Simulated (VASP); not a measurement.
A run of VASP 6.6.1 is set up as follows.

INCAR

```
PREC = Accurate
ENCUT = 600
EDIFF = 1E-6
ISMEAR = 0
SIGMA = 0.03
LREAL = False
LASPH = True
NELM = 80
ALGO = Normal
ISIF = 3
LWAVE = False
LCHARG = False
GGA = PE
IBRION = 2
NSW = 90
EDIFFG = -0.01
KPAR = 4
```

The input KPOINTS:

```
Automatic mesh
0
Gamma
  6 6 6
```

POSCAR

```
Ti4Hg3PbO12
1.0
   -3.8641500000      3.8641500000      3.8641500000
    3.8641500000     -3.8641500000      3.8641500000
    3.8641500000      3.8641500000     -3.8641500000
Pb Hg Ti O
1 3 4 12
Direct
    0.0000000000      0.0000000000      0.0000000000
    0.0000000000      0.5000000000      0.5000000000
    0.5000000000      0.0000000000      0.5000000000
    0.5000000000      0.5000000000      0.0000000000
    0.5000000000      0.5000000000      0.5000000000
    0.0000000000      0.0000000000      0.5000000000
    0.5000000000      0.0000000000      0.0000000000
    0.0000000000      0.5000000000      0.0000000000
    0.9245000000      0.2090000000      0.7155000000
    0.0755000000      0.7910000000      0.2845000000
    0.4935000000      0.2090000000      0.2845000000
    0.5065000000      0.7910000000      0.7155000000
    0.7155000000      0.9245000000      0.2090000000
    0.2845000000      0.0755000000      0.7910000000
    0.2845000000      0.4935000000      0.2090000000
    0.7155000000      0.5065000000      0.7910000000
    0.2090000000      0.7155000000      0.9245000000
    0.7910000000      0.2845000000      0.0755000000
    0.2090000000      0.2845000000      0.4935000000
    0.7910000000      0.7155000000      0.5065000000
```

Potentials or basis: VASP PAW PBE potentials, release 64 (Pb_d, Hg, Ti_sv, O).

Launch:

```sh
$ cat potpaw_PBE.64/Pb_d/POTCAR potpaw_PBE.64/Hg/POTCAR potpaw_PBE.64/Ti_sv/POTCAR potpaw_PBE.64/O/POTCAR > POTCAR
$ mpirun -np 4 vasp_std > vasp.out
```

Predict the relaxed volume.

11.92 Å³/atom.

Estimate the band gap on the k mesh.

1.73 eV, direct.

Estimate the space group after relaxing (to 0.05 Å).

Im-3 (No. 204).

What does it give for the relaxed cell?

a = 6.765 Å, b = 6.765 Å, c = 6.765 Å, α = 109.47°, β = 109.47°, γ = 109.47°.

The path:
```csv
step,energy change (eV),largest force (eV/Å),pressure (GPa),volume (Å³)
1,0.0000,0.1062,6.16,230.79
2,-0.0127,0.0654,-5.32,245.94
3,-0.1422,0.0838,-0.09,238.35
4,-0.1421,0.0841,0.02,238.20
5,-0.1451,0.0530,0.05,238.18
6,-0.1470,0.0183,0.08,238.14
7,-0.1472,0.0110,-0.11,238.39
8,-0.1472,0.0119,-0.10,238.37
9,-0.1473,0.0044,-0.05,238.30
```

Caveat: spin-orbit coupling is left out, which as a rule narrows the gap of such compounds by several tenths of an eV. PBE gaps usually lie below the measured ones, often by a third to a half.
